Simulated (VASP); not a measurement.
Input for VASP

**POSCAR**
```
SrPd
1
    2.0832160000    -5.5551570000     0.0000000000
    2.0832160000     5.5551570000     0.0000000000
    0.0000000000     0.0000000000     4.4304990000
Sr Pd
2 2
Direct
  0.8408090000   0.1201980000   0.7521410000
  0.1350880000   0.8464190000   0.2395660000
  0.5727580000   0.4438500000   0.7541180000
  0.4513450000   0.5895330000   0.2541740000
```

KPOINTS:
```
Automatic mesh
0
G
6 6 5
```

### INCAR
```
! general
SYSTEM  = SrPd
PREC    = Accurate
ENCUT   = 300
LREAL   = .FALSE.
LASPH   = .TRUE.

! electronic loop
EDIFF   = 1E-6
NELM    = 100
ALGO    = Normal
LMAXMIX = 4

! smearing
ISMEAR  = -1
SIGMA   = 0.136

! functional
GGA     = PS

! ions
ISIF    = 2

! output
LWAVE   = .FALSE.
LCHARG  = .FALSE.
```

POTCAR, in this order: Sr_sv Pd (PBE.64 set). Program: vasp_std.

Q: Write an equivalent input for Ansatz.

A: One equivalent input (not run):
Ansatz 0.2 input:
```yaml
crystal:
  lattice:
    - [2.0832160, -5.5551570, 0.0000000]
    - [2.0832160, 5.5551570, 0.0000000]
    - [0.0000000, 0.0000000, 4.4304990]
  atoms:
    - { symbol: Sr, position: [0.8408090, 0.1201980, 0.7521410] }
    - { symbol: Sr, position: [0.1350880, 0.8464190, 0.2395660] }
    - { symbol: Pd, position: [0.5727580, 0.4438500, 0.7541180] }
    - { symbol: Pd, position: [0.4513450, 0.5895330, 0.2541740] }
kpoints:
  mp_grid: { grid: [6, 6, 5] }
hamiltonian:
  xc: pbesol
  pseudopotentials: { kind: paw }
scf:
  occupations: { method: fermi_dirac, width: 0.136 }
  max_iter: 100
output: { forces: true, stress: true, eigenvalues: true }
```
What does not carry over: each code has its own PAW files, so the cut-off isn't converted (ENCUT is set for VASP's; basis.ecutwfc is left out, and Ansatz then takes the one that its files recommend); Ansatz stops its SCF on the density residual and VASP on the energy change (EDIFF).

The structure comes from a computed database's SrPd entry (Cmcm); how it stands against other phases isn't given here. The cell was not relaxed at this level, atoms are displaced from their ideal sites.
